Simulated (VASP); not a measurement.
All values below come from HSE06 screened hybrid, VASP's PBE PAW potentials (set 64) (plane waves; VASP).

VASP input:

KPOINTS:
```
Automatic mesh
0
Gamma
1 1 1
0 0 0
```

**POSCAR**
```
C64
15.5878950
  0.4735688339   0.0036365834  -0.0090291745
  0.0034550414   0.4891010756   0.0031479999
 -0.0095361172   0.0032018441   0.4999999883
C
64
Cartesian
  0.2379021765   0.4122606122   0.2804026176
  0.1963548242   0.0164190699   0.1144336404
  0.3790248564   0.1323609266   0.0903437045
  0.2413112987   0.3046106620   0.4971414516
  0.0516980966   0.2390181211   0.1355894251
  0.3404672212   0.4698461048   0.0364191784
  0.0764140772   0.0560629398   0.2420730761
  0.3177435420   0.4507549560   0.4254961507
  0.3791778988   0.4187277556   0.2292235812
  0.3392639231   0.1052406416   0.4376569584
  0.0039504424   0.3152462939   0.2915844999
  0.1440627063   0.1819080537   0.0240084071
  0.2167669069   0.2296178487   0.0500172457
  0.0579897628   0.1942549596   0.3735403993
  0.3328137551   0.2513680294   0.2657980243
  0.2670359735   0.4377348943   0.1011892014
  0.1322473993   0.3882340998   0.0572295792
  0.3649195398   0.2531014977   0.4177928698
  0.4197696404   0.4314274599   0.3991317128
  0.4560700696   0.3943402435   0.4825309765
  0.4333895926   0.2699906208   0.1422521555
  0.3100200690   0.0675341208   0.2950905259
  0.3453015684   0.0775462169   0.0223385555
  0.1544619455   0.4305403392   0.2803527990
  0.4378955194   0.3743766083   0.1521471546
  0.0041541628   0.0999968997   0.0882290887
  0.1106452953   0.0148695283   0.4095492490
  0.2683764279   0.3716781863   0.3656863807
  0.0243611340   0.4882131707   0.3758572839
  0.3463498981   0.2752333241  -0.0024790905
  0.0221530335   0.0137536582   0.0846533892
  0.2895388273   0.3931334833   0.1997757353
  0.1745400410   0.0719058609   0.4130675033
  0.3666987833   0.2316298147   0.0813048015
  0.1080453088   0.3432530981   0.4086605463
  0.3929893783   0.1688855468   0.3961814271
  0.1929770463   0.2190957222   0.3703204270
  0.1047722310   0.2915145599   0.1822445653
  0.4072619904   0.3726078394   0.3177764959
  0.2929102610   0.1404178137   0.1646164382
  0.0575534440   0.2803111313   0.3596144686
  0.2184995008   0.3752113793   0.0490962842
  0.1493428776   0.1093010579   0.2318832820
  0.2785695216   0.2279975721   0.1232783357
  0.1381778404   0.1637569932   0.4270745802
  0.0452987231   0.3643505875   0.2132886631
  0.4333058306   0.4338367784   0.0652355361
  0.2790187474   0.0487284636   0.3874292292
  0.0949862926   0.4510375297   0.2106808348
  0.1962534730   0.1863707877   0.2767646049
  0.1126636231   0.4636875081   0.1149837916
  0.3807863342   0.0244708815   0.2533482631
  0.2127225199   0.0848613445   0.1647615327
  0.1062360359   0.4281649433   0.3622330947
  0.4255568475   0.2440734560   0.2423553653
  0.4554473653   0.1574607745   0.3200227938
  0.3393685512   0.3092555008   0.3440266234
  0.0663299056   0.3633672474   0.4928938469
  0.2029382920   0.3110561429   0.4081991651
 -0.0028468093   0.0612682032   0.2964434136
  0.2940368926   0.1592679557   0.2609700819
  0.0696139057   0.1669339356   0.0795634645
  0.1847145384   0.2678652577   0.2251621643
  0.2729006261   0.2942152847   0.1994372038
```

**INCAR**
```
AEXX = 0.25
ALGO = Normal
EDIFF = 1E-5
ENCUT = 500
GGA = PE
HFSCREEN = 0.2
ISMEAR = 0
ISYM = 0
LASPH = .TRUE.
LCHARG = .FALSE.
LHFCALC = .TRUE.
LORBIT = 11
LREAL = Auto
LWAVE = .FALSE.
NEDOS = 601
NELM = 50
NELMIN = 4
PREC = Normal
PRECFOCK = Fast
SIGMA = 0.05
SYSTEM = C64
```

POTCAR, in this order: C (PBE.64 set). Program: vasp_gam. Read from the step before: WAVECAR.

The resulting files:

**OSZICAR**
```
       N       E                     dE             d eps       ncg     rms          rms(c)
DAV:   1    -0.627538558587E+03   -0.62754E+03   -0.89403E+00   340   0.816E+00    0.403E+00
DAV:   2    -0.627567220008E+03   -0.28661E-01   -0.24815E-01   368   0.141E+00    0.246E+00
DAV:   3    -0.627544868400E+03    0.22352E-01   -0.44875E-02   376   0.594E-01    0.134E+00
DAV:   4    -0.627538267163E+03    0.66012E-02   -0.92132E-03   360   0.294E-01    0.748E-01
DAV:   5    -0.627536110930E+03    0.21562E-02   -0.55269E-03   360   0.225E-01    0.392E-01
DAV:   6    -0.627535845924E+03    0.26501E-03   -0.14663E-03   356   0.115E-01    0.214E-01
DAV:   7    -0.627535563068E+03    0.28286E-03   -0.64646E-04   384   0.919E-02    0.112E-01
DAV:   8    -0.627535624898E+03   -0.61830E-04   -0.25942E-04   372   0.466E-02    0.683E-02
DAV:   9    -0.627535563108E+03    0.61790E-04   -0.13074E-04   324   0.469E-02    0.348E-02
DAV:  10    -0.627535587967E+03   -0.24860E-04   -0.10005E-04   376   0.276E-02    0.263E-02
DAV:  11    -0.627535576148E+03    0.11819E-04   -0.33067E-05   296   0.247E-02    0.141E-02
DAV:  12    -0.627535580682E+03   -0.45332E-05   -0.38060E-05   332   0.178E-02
   1 F= -.62753558E+03 E0= -.62753558E+03  d E =-.306203E-14
```

OUTCAR:
```
------------------------ aborting loop because EDIFF is reached ----------------------------------------
  volume of cell :      438.44
      direct lattice vectors                 reciprocal lattice vectors
     7.381941258  0.056686681 -0.140745824     0.135522601 -0.000974017  0.002590956
     0.053856823  7.624056211  0.049070692    -0.001023706  0.131176540 -0.000859538
    -0.148647994  0.049910009  7.793947318     0.002453760 -0.000843477  0.128356891
 POSITION                                       TOTAL-FORCE (eV/Angst)
 -----------------------------------------------------------------------------------
      3.70839      6.42628      4.37089        -0.412535      0.021742     -0.058126
      3.06076      0.25594      1.78378         0.116283      0.236856      0.341311
      5.90820      2.06323      1.40827        -0.194759      0.051197     -0.027657
      3.76154      4.74824      7.74939        -0.061772     -0.145431     -0.027503
      0.80586      3.72579      2.11355         0.294320      0.303642      0.227656
      5.30717      7.32391      0.56770        -0.041656     -0.031765     -0.058386
      1.19113      0.87390      3.77341         0.304811      0.093401     -0.025598
      4.95295      7.02632      6.63259         0.087834      0.038237     -0.073030
      5.91059      6.52708      3.57311         0.023797     -0.234209      0.146795
      5.28841      1.64048      6.82215         0.022642     -0.083590      0.258465
      0.06158      4.91403      4.54519        -0.142600      0.109934     -0.022356
      2.24563      2.83556      0.37424        -0.003987      0.128138      0.115238
      3.37894      3.57926      0.77966        -0.030301      0.092795     -0.169038
      0.90394      3.02803      5.82271        -0.000045      0.536625     -0.140363
      5.18787      3.91830      4.14323        -0.070873      0.008787     -0.009526
      4.16253      6.82337      1.57733        -0.043484     -0.033257     -0.002699
      2.06146      6.05175      0.89209         0.371497      0.037194     -0.101742
      5.68833      3.94532      6.51251        -0.138723     -0.078396      0.180932
      6.54333      6.72505      6.22162        -0.005764     -0.024896     -0.064682
      7.10917      6.14693      7.52164         0.450320      0.010947      0.044806
      6.75563      4.20859      2.21741         0.004698      0.041351      0.051111
      4.83256      1.05271      4.59984         0.385330     -0.089591     -0.008378
      5.38252      1.20878      0.34821         0.048441      0.100512     -0.208747
      2.40774      6.71122      4.37011         0.427711     -0.137149     -0.029794
      6.82587      5.83574      2.37165         0.079740     -0.034030      0.156995
      0.06475      1.55874      1.37531         0.069710     -0.346342     -0.012505
      1.72473      0.23178      6.38401         0.238158      0.126163     -0.261381
      4.18342      5.79368      5.70028         0.078338     -0.046070     -0.000953
      0.37974      7.61022      5.85882         0.074494     -0.094166     -0.063413
      5.39887      4.29031     -0.03864        -0.025285     -0.147078     -0.245710
      0.34532      0.21439      1.31957        -0.053782      0.338062      0.001442
      4.51330      6.12812      3.11408        -0.018750     -0.011584      0.000009
      2.72071      1.12086      6.43885        -0.308808     -0.164917     -0.094525
      5.71606      3.61062      1.26737        -0.201352     -0.151526      0.086332
      1.68420      5.35059      6.37016         0.051759      0.017562      0.017436
      6.12588      2.63257      6.17563        -0.153904      0.158070      0.136597
      3.00811      3.41524      5.77252        -0.232928      0.046287     -0.016562
      1.63318      4.54410      2.84081        -0.444431     -0.234803     -0.125173
      6.34836      5.80817      4.95347        -0.064037     -0.149976     -0.060653
      4.56585      2.18882      2.56602         0.060981      0.119950     -0.055157
      0.89714      4.36946      5.60563         0.043320     -0.475912      0.075256
      3.40595      5.84876      0.76531        -0.418479      0.050924      0.086854
      2.32794      1.70377      3.61457        -0.235179     -0.124697      0.045994
      4.34231      3.55400      1.92165         0.179657      0.051575      0.060267
      2.15390      2.55263      6.65719         0.030240      0.079470     -0.052930
      0.70611      5.67946      3.32472        -0.081920     -0.107953      0.048856
      6.75433      6.76260      1.01688        -0.005461      0.013938     -0.031179
      4.34931      0.75957      6.03921         0.030337     -0.059035     -0.003951
      1.48064      7.03073      3.28407         0.020609     -0.048970     -0.038900
      3.05918      2.90513      4.31418         0.225728      0.016374     -0.198395
      1.75619      7.22791      1.79236         0.045033     -0.039139      0.127527
      5.93566      0.38145      3.94917        -0.232982      0.177261      0.168196
      3.31590      1.32281      2.56829        -0.107751     -0.327903     -0.297699
      1.65600      6.67419      5.64645        -0.067590      0.146058      0.142854
      6.63354      3.80459      3.77781        -0.031643      0.090488      0.127285
      7.09947      2.45448      4.98848        -0.034067      0.130044     -0.141032
      5.29004      4.82064      5.36265         0.068700      0.046418     -0.041280
      1.03394      5.66413      7.68318        -0.270470      0.212492     -0.083020
      3.16338      4.84871      6.36297         0.068511      0.096578      0.079711
     -0.04438      0.95504      4.62093        -0.021840      0.012347     -0.012896
      4.58342      2.48265      4.06797        -0.020741      0.121428     -0.072213
      1.08513      2.60215      1.24023         0.084212     -0.025662     -0.018841
      2.87931      4.17546      3.50980         0.199348     -0.231932      0.185441
      4.25395      4.58620      3.10881        -0.008660     -0.182868      0.042629
 -----------------------------------------------------------------------------------
    total drift:                               -0.102475     -0.070501     -0.038006
  FREE ENERGIE OF THE ION-ELECTRON SYSTEM (eV)
  ---------------------------------------------------
  free  energy   TOTEN  =      -627.5355806815 eV

  energy  without entropy=     -627.5355806815  energy(sigma->0) =     -627.53558068

  exchange ACFDT corr.  =         0.00000000  see jH, gK, PRB 81, 115126

 total charge

# of ion       s       p       d       tot
------------------------------------------
    1        0.872   1.742   0.000   2.615
    2        0.874   1.748   0.000   2.621
    3        0.832   1.619   0.000   2.451
    4        0.849   1.760   0.000   2.608
    5        0.883   1.736   0.000   2.618
    6        0.821   1.570   0.000   2.390
    7        0.854   1.666   0.000   2.520
    8        0.828   1.491   0.000   2.319
    9        0.825   1.650   0.000   2.475
   10        0.880   1.728   0.000   2.609
   11        0.857   1.778   0.000   2.635
   12        0.848   1.678   0.000   2.525
   13        0.867   1.709   0.000   2.577
   14        0.869   1.690   0.000   2.559
   15        0.847   1.757   0.000   2.605
   16        0.827   1.660   0.000   2.487
   17        0.885   1.778   0.000   2.663
   18        0.881   1.747   0.000   2.628
   19        0.815   1.617   0.000   2.432
   20        0.866   1.681   0.000   2.547
   21        0.834   1.660   0.000   2.494
   22        0.845   1.630   0.000   2.475
   23        0.877   1.736   0.000   2.613
   24        0.894   1.777   0.000   2.671
...
```
(Selected blocks of OUTCAR.)
